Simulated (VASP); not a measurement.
Consider the following.

```
CELL_PARAMETERS angstrom
      2.79460    -2.79340     0.00000
      2.79460     2.79340     0.00000
     -2.69141     0.00000     7.28199
ATOMIC_POSITIONS crystal
  Y  0.62554 0.37446 0.75000
  Y  0.37446 0.62554 0.25000
  Si 0.04299 0.79141 0.58513
  Si 0.95701 0.20859 0.41487
  Si 0.20859 0.95701 0.91487
  Si 0.79141 0.04299 0.08513
```

Calculation: PBEsol GGA, VASP's PBE PAW potentials (set 64) (plane waves; VASP). Numerical set-up: 300 eV cut-off, 7×7×4 Γ-centred mesh, Gaussian smearing of 0.14 eV, potentials Y_sv Si.

At this cut-off the stress carries a Pulay error, which pulls relaxed volumes low.

Problem. Predict the energy per atom (σ→0), pressure, largest force, band gap (on the k-mesh) with the smallest direct gap where there is one.

Solution. 
- band gap (on the k-mesh) = none (metal, semimetal or under 0.01 eV)
- energy per atom (σ→0) = -6.730 eV/atom
- pressure = -1.22 GPa
- largest force = 0.00248 Ha/bohr

The structure comes from a computed database's YSi2 entry; how it stands against other phases isn't given here. The cell was not relaxed at this level.
